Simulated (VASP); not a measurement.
```
NiSi2
1.0
    0.00000     2.70202     2.70202
    2.70202     0.00000     2.70202
    2.70202     2.70202     0.00000
Si Ni
2 1
Direct
  0.25000   0.25000   0.25000
  0.75000   0.75000   0.75000
  0.00000   0.00000   0.00000
```

Level of theory: PBE GGA with D3 dispersion (zero damping), VASP's PBE PAW potentials (set 64) (plane waves; VASP 6.6.1). Run with 520 eV cut-off, 11×11×11 Γ-centred mesh, tetrahedra with Blöchl corrections, potentials Si Ni.

Question: Estimate the energy per atom (σ→0), band gap (on the k-mesh) with the smallest direct gap where there is one.

Answer: 
```json
{
  "band gap (on the k-mesh)": "none (metal, semimetal or under 0.01 eV)",
  "energy per atom (σ→0)": "-6.082 eV/atom"
}
```

The absolute energy has meaning only against runs of the same code, potentials and settings.

The compound is NiSi2 in the fluorite structure. It was relaxed first. The run is not spin-polarised, so no magnetic state was tried.
